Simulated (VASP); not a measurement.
Data:

Space group P4/mmm (No. 123); a = 2.823 Å, b = 2.823 Å, c = 4.060 Å, α = 90.00°, β = 90.00°, γ = 90.00°

```json
[
 {"atom": "Ti", "site": "1a", "symmetry": "4/mmm", "x": "0.0000", "y": "0.0000", "z": "0.0000"},
 {"atom": "Al", "site": "1d", "symmetry": "4/mmm", "x": "0.5000", "y": "0.5000", "z": "0.5000"}
]
```

All values below come from PBE GGA, VASP's PBE PAW potentials (set 64) (plane waves; VASP). Settings: 480 eV cut-off, 12×12×8 Γ-centred mesh, first-order Methfessel-Paxton smearing of 0.10 eV, potentials Ti_sv Al.

Each relaxation starts from this cell; other phases were not tried.

Task: The cell is relaxed at 5 GPa. What happens?

Result: The volume per atom goes from 16.18 to 15.58 Å³ (-3.7 %), and the cell becomes a = b = 2.7879 Å, c = 4.0086 Å, α = β = γ = 90.00°, space group P4/mmm.

Task: The cell is relaxed at 15 GPa. What happens?

Result: The volume per atom goes from 16.18 to 14.57 Å³ (-10.0 %), and the cell becomes a = b = 2.727 Å, c = 3.916 Å, α = β = γ = 90.00°, space group P4/mmm.

Failed runs are left out, and for metals the shear rows, which the mesh's noise covers.

The compound is TiAl in the L1_0 structure. The electron count is odd and the run is not spin-polarised, which forces a metal.
